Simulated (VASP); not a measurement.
```yaml
crystal:
  lattice:
    - [0.00000, 2.49049, 2.49049]
    - [2.49049, 0.00000, 2.49049]
    - [2.49049, 2.49049, 0.00000]
  atoms:
    - { symbol: Nd, position: [0.00000, 0.00000, 0.00000] }
    - { symbol: O, position: [0.50000, 0.50000, 0.50000] }
```

Calculation: PBEsol GGA, VASP's PBE PAW potentials (set 64) (plane waves; VASP 6.6.1). Settings: 520 eV cut-off, 11×11×11 Γ-centred mesh, first-order Methfessel-Paxton smearing of 0.10 eV, potentials Nd_3 O.

The 4f electrons are frozen in the core of the lanthanide potential, so 4f levels, which can set the real gap, and their magnetism are missing.

Task: Predict the energy per atom (σ→0), band gap (on the k-mesh) with the smallest direct gap where there is one.

Result: 
```json
{
  "band gap (on the k-mesh)": "none (metal, semimetal or under 0.01 eV)",
  "energy per atom (σ→0)": "-8.042 eV/atom"
}
```

The absolute energy has meaning only against runs of the same code, potentials and settings.

The structure comes from a computed database's NdO entry (Fm-3m); how it stands against other phases isn't given here. It was relaxed first. The start is the result of an earlier pass. The electron count is odd and the run is not spin-polarised, which forces a metal.
